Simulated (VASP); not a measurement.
Calculation: rev-vdW-DF2, VASP's PBE PAW potentials (set 64) (plane waves; VASP).

VASP input:

INCAR:
```
SYSTEM = Ni3Al
PREC = Accurate
ENCUT = 520
EDIFF = 1E-6
NELM = 100
ALGO = Normal
LREAL = .FALSE.
LASPH = .TRUE.
ISMEAR = 1
SIGMA = 0.1
GGA = MK
PARAM1 = 0.1234568
PARAM2 = 0.7114
ZAB_VDW = -1.8867
LUSE_VDW = .TRUE.
AGGAC = 0.0
LMAXMIX = 4
ISPIN = 2
MAGMOM = 0.0 0.5 0.5 0.5
LORBIT = 10
LWAVE = .FALSE.
LCHARG = .FALSE.
IBRION = 2
ISIF = 3
NSW = 60
EDIFFG = -0.02
```

### POSCAR
```
Ni3Al
1.0
  3.5202801057   0.0000000000   0.0000000000
  0.0000000000   3.5202801057   0.0000000000
  0.0000000000   0.0000000000   3.5202801057
Al Ni
1 3
Cart
  0.0000000000   0.0000000000   0.0000000000
  0.0000000000   1.7601400528   1.7601400528
  1.7601400528   0.0000000000   1.7601400528
  1.7601400528   1.7601400528   0.0000000000
```

### KPOINTS
```
Automatic
0
gamma
8 8 8
```

POTCAR, in this order: Al Ni (PBE.64 set). Program: vasp_std.

The run wrote:

File OSZICAR:
```
       N       E                     dE             d eps       ncg     rms          rms(c)
DAV:   1     0.198886785755E+03    0.19889E+03   -0.14578E+04  2964   0.201E+03
DAV:   2    -0.809526886685E+01   -0.20698E+03   -0.19876E+03  2940   0.355E+02
DAV:   3    -0.177324157720E+02   -0.96371E+01   -0.89646E+01  3239   0.105E+02
DAV:   4    -0.179034065317E+02   -0.17099E+00   -0.17022E+00  3462   0.126E+01
DAV:   5    -0.179091713189E+02   -0.57648E-02   -0.57638E-02  3583   0.213E+00    0.197E+01
DAV:   6    -0.185700391391E+02   -0.66087E+00   -0.61765E+01  3320   0.132E+02    0.199E+01
DAV:   7    -0.139002445039E+02    0.46698E+01   -0.18579E+01  3289   0.713E+01    0.263E+00
DAV:   8    -0.138706343867E+02    0.29610E-01   -0.38667E-01  3120   0.520E+00    0.149E+00
DAV:   9    -0.138491609322E+02    0.21473E-01   -0.38750E-02  3878   0.282E+00    0.610E-01
DAV:  10    -0.138493094660E+02   -0.14853E-03   -0.22507E-03  3691   0.575E-01    0.298E-01
DAV:  11    -0.138496810645E+02   -0.37160E-03   -0.24255E-03  3615   0.803E-01    0.776E-02
DAV:  12    -0.138496956110E+02   -0.14547E-04   -0.26657E-04  3334   0.248E-01    0.379E-02
DAV:  13    -0.138496981000E+02   -0.24890E-05   -0.13127E-05  3747   0.456E-02    0.171E-02
DAV:  14    -0.138496976673E+02    0.43270E-06   -0.14392E-06  2036   0.182E-02
   1 F= -.13849698E+02 E0= -.13849224E+02  d E =-.138497E+02  mag=     0.6638
       N       E                     dE             d eps       ncg     rms          rms(c)
DAV:   1    -0.150302278408E+02   -0.11805E+01   -0.11555E+01  2970   0.555E+01    0.101E+01
DAV:   2    -0.154282004547E+02   -0.39797E+00   -0.17265E+01  3355   0.666E+01    0.101E+01
DAV:   3    -0.138623866992E+02    0.15658E+01   -0.59472E+00  3302   0.416E+01    0.175E+00
DAV:   4    -0.138536486109E+02    0.87381E-02   -0.11464E-01  3023   0.350E+00    0.111E+00
DAV:   5    -0.138501191983E+02    0.35294E-02   -0.15625E-02  3867   0.161E+00    0.446E-01
DAV:   6    -0.138507324986E+02   -0.61330E-03   -0.42648E-03  3846   0.996E-01    0.120E-01
DAV:   7    -0.138507618960E+02   -0.29397E-04   -0.55721E-04  3249   0.290E-01    0.819E-02
DAV:   8    -0.138507795910E+02   -0.17695E-04   -0.13623E-04  3546   0.190E-01    0.287E-02
DAV:   9    -0.138507807743E+02   -0.11832E-05   -0.18299E-05  3350   0.598E-02    0.237E-02
DAV:  10    -0.138507842343E+02   -0.34600E-05   -0.62928E-06  2766   0.381E-02    0.520E-03
DAV:  11    -0.138507835004E+02    0.73388E-06   -0.16081E-06  2016   0.149E-02
   2 F= -.13850784E+02 E0= -.13850233E+02  d E =-.108583E-02  mag=     0.7074
       N       E                     dE             d eps       ncg     rms          rms(c)
DAV:   1    -0.141519165850E+02   -0.30113E+00   -0.28231E+00  2970   0.264E+01    0.491E+00
DAV:   2    -0.142310751291E+02   -0.79159E-01   -0.42056E+00  3311   0.343E+01    0.512E+00
DAV:   3    -0.138657830682E+02    0.36529E+00   -0.13618E+00  3244   0.198E+01    0.619E-01
DAV:   4    -0.138624419656E+02    0.33411E-02   -0.23513E-02  3054   0.134E+00    0.387E-01
DAV:   5    -0.138607965846E+02    0.16454E-02   -0.19673E-03  3900   0.636E-01    0.114E-01
DAV:   6    -0.138607758320E+02    0.20753E-04   -0.14587E-04  3571   0.117E-01    0.497E-02
DAV:   7    -0.138607837485E+02   -0.79165E-05   -0.36143E-05  3113   0.723E-02    0.188E-02
DAV:   8    -0.138607857755E+02   -0.20270E-05   -0.24909E-06  2562   0.271E-02    0.894E-03
DAV:   9    -0.138607846695E+02    0.11061E-05   -0.66222E-07  1525   0.148E-02    0.328E-03
DAV:  10    -0.138607841595E+02    0.50995E-06   -0.30337E-07  1505   0.522E-03
   3 F= -.13860784E+02 E0= -.13860253E+02  d E =-.110865E-01  mag=     0.6874
```

**OUTCAR**
```
------------------------ aborting loop because EDIFF is reached ----------------------------------------
  FORCE on cell =-STRESS in cart. coord.  units (eV):
  Direction    XX          YY          ZZ          XY          YZ          ZX
  --------------------------------------------------------------------------------------
  Total        0.0136680      0.0136680      0.0136680      0.0000000      0.0000000      0.0000000
  in kB        0.4918553      0.4918553      0.4918553      0.0000000      0.0000000      0.0000000
  external PRESSURE =       0.4918553 kB  Pullay stress =       0.0000000 kB
  volume of cell :       44.52
      direct lattice vectors                 reciprocal lattice vectors
     3.544265835 -0.000000000  0.000000000     0.282145879  0.000000000  0.000000000
    -0.000000000  3.544265835 -0.000000000     0.000000000  0.282145879  0.000000000
     0.000000000 -0.000000000  3.544265835    -0.000000000  0.000000000  0.282145879
 POSITION                                       TOTAL-FORCE (eV/Angst)
 -----------------------------------------------------------------------------------
      0.00000      0.00000      0.00000         0.000000      0.000000      0.000000
     -0.00000      1.77213      1.77213        -0.000000      0.000000      0.000000
      1.77213     -0.00000      1.77213         0.000000     -0.000000      0.000000
      1.77213      1.77213     -0.00000         0.000000      0.000000      0.000000
 -----------------------------------------------------------------------------------
    total drift:                                0.000000      0.000000      0.000000
  FREE ENERGIE OF THE ION-ELECTRON SYSTEM (eV)
  ---------------------------------------------------
  free  energy   TOTEN  =       -13.8607841595 eV

  energy  without entropy=      -13.8591905523  energy(sigma->0) =      -13.86025296

 total charge

# of ion       s       p       d       tot
------------------------------------------
    1        0.407   0.395   0.000   0.803
    2        0.502   0.526   8.407   9.435
    3        0.502   0.526   8.407   9.435
    4        0.502   0.526   8.407   9.435
--------------------------------------------------
tot          1.913   1.974  25.220  29.107

 magnetization (x)

# of ion       s       p       d       tot
------------------------------------------
    1       -0.001  -0.007   0.000  -0.008
    2       -0.003  -0.008   0.254   0.243
    3       -0.003  -0.008   0.254   0.243
    4       -0.003  -0.008   0.254   0.243
--------------------------------------------------
tot         -0.009  -0.032   0.761   0.720

 reached required accuracy - stopping structural energy minimisation
```
(Selected blocks of OUTCAR.)

### CONTCAR
```
Ni3Al
   1.00000000000000
     3.5442658351932832   -0.0000000000000000    0.0000000000000000
    -0.0000000000000000    3.5442658351932832   -0.0000000000000000
     0.0000000000000000   -0.0000000000000000    3.5442658351932832
  Al              Ni
     1     3
Direct
     0.0000000000000000    0.0000000000000000    0.0000000000000000
     0.0000000000000000    0.5000000000000000    0.5000000000000000
     0.5000000000000000    0.0000000000000000    0.5000000000000000
     0.5000000000000000    0.5000000000000000    0.0000000000000000
```

Energy and stress use the plane-wave basis of the starting cell.

The compound is Ni3Al in the L1_2 structure. This run relaxes it. Symmetry was kept, so distortions that lower it aren't found.
